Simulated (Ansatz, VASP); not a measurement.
# Ba2Sn: VASP beside Ansatz, part 2 of 3

One calculation is typed for both programs; each brings its own data sets. How far apart do they land? The cell is generated by rule, not measured, and may not be a known phase. The cell is taken from a series of runs on this material, whose earlier steps may have relaxed, scaled, displaced or heated it; both programs get it as it stands.

VASP 6.6.1 and Ansatz 0.2.0.

So far: Starting point; VASP: zone-centre phonons, PBEsol.

## 2. VASP: zone-centre phonons, PBEsol (continued)

Level of this step: PBEsol; plane waves and PAW (Sn_d, Ba_sv); invented cell (VASP).

From OUTCAR (step 2):

```text
ion  position               nearest neighbor table
   1  0.169  0.003  0.169-   3 3.40   4 3.49   6 3.49   6 3.49   4 3.49   5 3.90   5 3.90   5 3.90
                             5 3.90
   2  0.669  0.497  0.669-   5 3.40   4 3.49   6 3.49   4 3.49   6 3.49   3 3.90   3 3.90   3 3.90
                             3 3.90
   3  0.169  0.382  0.169-   1 3.40   2 3.90   2 3.90   2 3.90   2 3.90   6 4.23   4 4.23   6 4.23
                             4 4.23   5 4.44   5 4.44   5 4.44   5 4.44
   4  0.669  0.750  0.169-   1 3.49   2 3.49   2 3.49   1 3.49   6 3.76   6 3.76   6 3.76   6 3.76
                             3 4.23   5 4.23   5 4.23   3 4.23
   5  0.669  0.118  0.669-   2 3.40   1 3.90   1 3.90   1 3.90   1 3.90   6 4.23   4 4.23   4 4.23
                             6 4.23   3 4.44   3 4.44   3 4.44   3 4.44
   6  0.169  0.750  0.669-   1 3.49   2 3.49   1 3.49   2 3.49   4 3.76   4 3.76   4 3.76   4 3.76
                             5 4.23   3 4.23   5 4.23   3 4.23

  LATTYP: Found a simple tetragonal cell.
 ALAT       =     5.3185163762
 C/A-ratio  =     1.6841221105

 Subroutine GETGRP returns: Found  4 space group operations
 (whereof  2 operations were pure point group operations)

The static configuration has the point symmetry C_1h.
 The point group associated with its full space group is C_2v.

 Found     21 irreducible k-points:

   k-points           NKPTS =     21   k-points in BZ     NKDIM =     21   number of bands    NBANDS=     42

   dimension x,y,z NGX =    40 NGY =   70 NGZ =   40
   dimension x,y,z NGXF=    80 NGYF=  140 NGZF=   80

   ENCUT  =  500.0 eV  36.75 Ry    6.06 a.u.   9.70 16.33  9.70*2*pi/ulx,y,z

   NELECT =      68.0000    total number of electrons

 k-points in reciprocal lattice and weights: Automatic mesh
   0.00000000  0.00000000  0.00000000       0.016
   0.25000000  0.00000000  0.00000000       0.062
   0.50000000  0.00000000  0.00000000       0.031
   0.00000000  0.25000000  0.00000000       0.031
   0.25000000  0.25000000  0.00000000       0.125
   0.50000000  0.25000000  0.00000000       0.062
   0.00000000  0.50000000  0.00000000       0.016
   0.25000000  0.50000000  0.00000000       0.062
   0.50000000  0.50000000  0.00000000       0.031
[...]
0.50000000  0.25000000  0.50000000       0.031
   0.50000000  0.50000000  0.50000000       0.016

 average (electrostatic) potential at core
       1-102.4130       2-102.4130       3 -37.1852       4 -36.9191       5 -37.1852
       6 -36.9191

  Total        0.4779614      0.5062181      0.4779614      0.0000000      0.0000000     -0.0000403
  in kB        3.0224447      3.2011289      3.0224447      0.0000000      0.0000000     -0.0002549
  external PRESSURE =       3.0820061 kB  Pullay stress =       0.0000000 kB

  energy-cutoff  :      500.00
  volume of cell :      253.36
[...]
3.55883      4.45131      3.55883         0.000112     -0.028193      0.000112
      0.89959      3.42400      0.89959        -0.000022      0.008489     -0.000022
      3.55886      6.71777      0.89961        -0.000090      0.000000     -0.000090
      3.55885      1.05452      3.55885        -0.000022     -0.008489     -0.000022
      0.89961      6.71777      3.55886        -0.000090      0.000000     -0.000090
 -----------------------------------------------------------------------------------
    total drift:                                0.000006     -0.000000      0.000005

 Eigenvectors and eigenvalues of the dynamical matrix
 ----------------------------------------------------

   1 f  =    3.449874 THz    21.676197 2PiTHz  115.075407 cm-1    14.267526 meV
             X         Y         Z           dx          dy          dz
      0.899575  0.027206  0.899575    -0.002112   -0.647428   -0.002112
      3.558835  4.451309  3.558835    -0.002112    0.647428   -0.002112
      0.899586  3.424000  0.899586     0.000164    0.284298    0.000164
      3.558864  6.717773  0.899607     0.001209    0.000000    0.001209
      3.558846  1.054515  3.558846     0.000164   -0.284298    0.000164
      0.899607  6.717773  3.558864     0.001209    0.000000    0.001209

   2 f  =    3.358762 THz    21.103724 2PiTHz  112.036241 cm-1    13.890717 meV
             X         Y         Z           dx          dy          dz
      0.899575  0.027206  0.899575     0.003379    0.590689    0.003379
      3.558835  4.451309  3.558835    -0.003379    0.590689   -0.003379
      0.899586  3.424000  0.899586     0.000957   -0.290916    0.000957
      3.558864  6.717773  0.899607    -0.003091   -0.257704    0.003091
      3.558846  1.054515  3.558846    -0.000957   -0.290916   -0.000957
      0.899607  6.717773  3.558864     0.003091   -0.257704   -0.003091

   3 f  =    3.106883 THz    19.521124 2PiTHz  103.634476 cm-1    12.849032 meV
             X         Y         Z           dx          dy          dz
      0.899575  0.027206  0.899575     0.275574   -0.000000   -0.275574
      3.558835  4.451309  3.558835    -0.275574   -0.000000    0.275574
      0.899586  3.424000  0.899586     0.123773    0.000000   -0.123773
      3.558864  6.717773  0.899607    -0.398421    0.000000   -0.398421
      3.558846  1.054515  3.558846    -0.123773    0.000000    0.123773
      0.899607  6.717773  3.558864     0.398421    0.000000    0.398421

   4 f  =    3.105999 THz    19.515567 2PiTHz  103.604972 cm-1    12.845374 meV
             X         Y         Z           dx          dy          dz
      0.899575  0.027206  0.899575    -0.275564    0.005238   -0.275564
      3.558835  4.451309  3.558835     0.275564    0.005238    0.275564
      0.899586  3.424000  0.899586    -0.123755   -0.001955   -0.123755
      3.558864  6.717773  0.899607     0.398406   -0.003492   -0.398406
      3.558846  1.054515  3.558846     0.123755   -0.001955    0.123755
      0.899607  6.717773  3.558864    -0.398406   -0.003492    0.398406

   5 f  =    2.906825 THz    18.264120 2PiTHz   96.961244 cm-1    12.021657 meV
             X         Y         Z           dx          dy          dz
      0.899575  0.027206  0.899575    -0.000528   -0.019724   -0.000528
      3.558835  4.451309  3.558835     0.000528   -0.019724    0.000528
      0.899586  3.424000  0.899586    -0.000431   -0.490724   -0.000431
      3.558864  6.717773  0.899607     0.000657    0.508723   -0.000657
      3.558846  1.054515  3.558846     0.000431   -0.490724    0.000431
      0.899607  6.717773  3.558864    -0.000657    0.508723    0.000657

   6 f  =    2.813633 THz    17.678578 2PiTHz   93.852698 cm-1    11.636246 meV
             X         Y         Z           dx          dy          dz
      0.899575  0.027206  0.899575     0.360811    0.000000   -0.360811
      3.558835  4.451309  3.558835     0.360811   -0.000000   -0.360811
      0.899586  3.424000  0.899586     0.012322   -0.000000   -0.012322
      3.558864  6.717773  0.899607    -0.345924   -0.000106    0.345924
      3.558846  1.054515  3.558846     0.012322   -0.000000   -0.012322
      0.899607  6.717773  3.558864    -0.345924    0.000106    0.345924

   7 f  =    2.813535 THz    17.677962 2PiTHz   93.849428 cm-1    11.635841 meV
             X         Y         Z           dx          dy          dz
      0.899575  0.027206  0.899575    -0.360566    0.002118   -0.360566
      3.558835  4.451309  3.558835    -0.360566   -0.002118   -0.360566
      0.899586  3.424000  0.899586    -0.012453   -0.003463   -0.012453
      3.558864  6.717773  0.899607     0.346163   -0.000000    0.346163
      3.558846  1.054515  3.558846    -0.012453    0.003463   -0.012453
      0.899607  6.717773  3.558864     0.346163   -0.000000    0.346163

   8 f  =    2.308532 THz    14.504936 2PiTHz   77.004349 cm-1     9.547318 meV
             X         Y         Z           dx          dy          dz
      0.899575  0.027206  0.899575    -0.000727    0.284308   -0.000727
      3.558835  4.451309  3.558835    -0.000727   -0.284308   -0.000727
      0.899586  3.424000  0.899586    -0.000425    0.647427   -0.000425
      3.558864  6.717773  0.899607     0.001596    0.000000    0.001596
      3.558846  1.054515  3.558846    -0.000425   -0.647427   -0.000425
      0.899607  6.717773  3.558864     0.001596   -0.000000    0.001596

   9 f  =    1.676038 THz    10.530858 2PiTHz   55.906614 cm-1     6.931534 meV
             X         Y         Z           dx          dy          dz
      0.899575  0.027206  0.899575     0.087506    0.000000   -0.087506
      3.558835  4.451309  3.558835    -0.087506    0.000000    0.087506
      0.899586  3.424000  0.899586    -0.484016   -0.000000    0.484016
      3.558864  6.717773  0.899607    -0.089839   -0.000000   -0.089839
      3.558846  1.054515  3.558846     0.484016   -0.000000   -0.484016
      0.899607  6.717773  3.558864     0.089839   -0.000000    0.089839

  10 f  =    1.673782 THz    10.516683 2PiTHz   55.831359 cm-1     6.922203 meV
             X         Y         Z           dx          dy          dz
      0.899575  0.027206  0.899575    -0.087354   -0.000125   -0.087354
      3.558835  4.451309  3.558835     0.087354   -0.000125    0.087354
      0.899586  3.424000  0.899586     0.484027   -0.000736    0.484027
      3.558864  6.717773  0.899607     0.089929   -0.000308   -0.089929
      3.558846  1.054515  3.558846    -0.484027   -0.000736   -0.484027
      0.899607  6.717773  3.558864    -0.089929   -0.000308    0.089929

  11 f  =    1.542082 THz     9.689186 2PiTHz   51.438313 cm-1     6.377535 meV
             X         Y         Z           dx          dy          dz
      0.899575  0.027206  0.899575    -0.000388    0.000000    0.000388
      3.558835  4.451309  3.558835    -0.000388    0.000000    0.000388
      0.899586  3.424000  0.899586     0.000271    0.000000   -0.000271
      3.558864  6.717773  0.899607    -0.000503    0.707106    0.000503
      3.558846  1.054515  3.558846     0.000271    0.000000   -0.000271
      0.899607  6.717773  3.558864    -0.000503   -0.707106    0.000503

  12 f  =    1.240440 THz     7.793915 2PiTHz   41.376630 cm-1     5.130046 meV
             X         Y         Z           dx          dy          dz
      0.899575  0.027206  0.899575    -0.407923   -0.000000    0.407923
      3.558835  4.451309  3.558835     0.407923   -0.000000   -0.407923
      0.899586  3.424000  0.899586    -0.020214   -0.000000    0.020214
      3.558864  6.717773  0.899607    -0.288426   -0.000000   -0.288426
      3.558846  1.054515  3.558846     0.020214   -0.000000   -0.020214
      0.899607  6.717773  3.558864     0.288426    0.000000    0.288426

  13 f  =    1.236929 THz     7.771854 2PiTHz   41.259510 cm-1     5.115525 meV
             X         Y         Z           dx          dy          dz
      0.899575  0.027206  0.899575     0.407944    0.000430    0.407944
      3.558835  4.451309  3.558835    -0.407944    0.000430   -0.407944
      0.899586  3.424000  0.899586     0.020043    0.002274    0.020043
      3.558864  6.717773  0.899607     0.288400    0.002347   -0.288400
      3.558846  1.054515  3.558846    -0.020043    0.002274   -0.020043
      0.899607  6.717773  3.558864    -0.288400    0.002347    0.288400
    [... 43 further lines ...]
      3.558846  1.054515  3.558846    -0.299794   -0.000180   -0.299794
      0.899607  6.717773  3.558864    -0.293781   -0.000000   -0.293781

 ELASTIC MODULI CONTR FROM IONIC RELAXATION (kBar)
 Direction    XX          YY          ZZ          XY          YZ          ZX
 --------------------------------------------------------------------------------
 XX         -39.8112     -0.2535    -12.5116     -0.0000      0.0000      0.0013
 YY          -0.2535    -15.7824     -0.2535     -0.0000     -0.0000      0.0027
 ZZ         -12.5116     -0.2535    -39.8112     -0.0000      0.0000     -0.0020
 XY          -0.0000     -0.0000     -0.0000    -48.4777      0.0271      0.0000
 YZ           0.0000     -0.0000      0.0000      0.0271    -51.9513     -0.0000
 ZX           0.0013      0.0027     -0.0020      0.0000     -0.0000     -0.0011
 --------------------------------------------------------------------------------
```

Harder data sets than Ba_sv exist (the GW ones), and pressures, volumes and forces can shift noticeably with them.

[end of part 2 of 3]

[Lines on the potential files, build, host, timing and source positions are cut from VASP's logs without a mark.]

[Logs are printed without paths, hosts, clocks, repeated set-up lines and the standing remarks that a program may print on its own settings, such as how far it seeks lower states.]

[Hosts, paths, dates, database ids (printed as entryN), source tags and the programs' standing remarks are cut or masked in the printed files.]
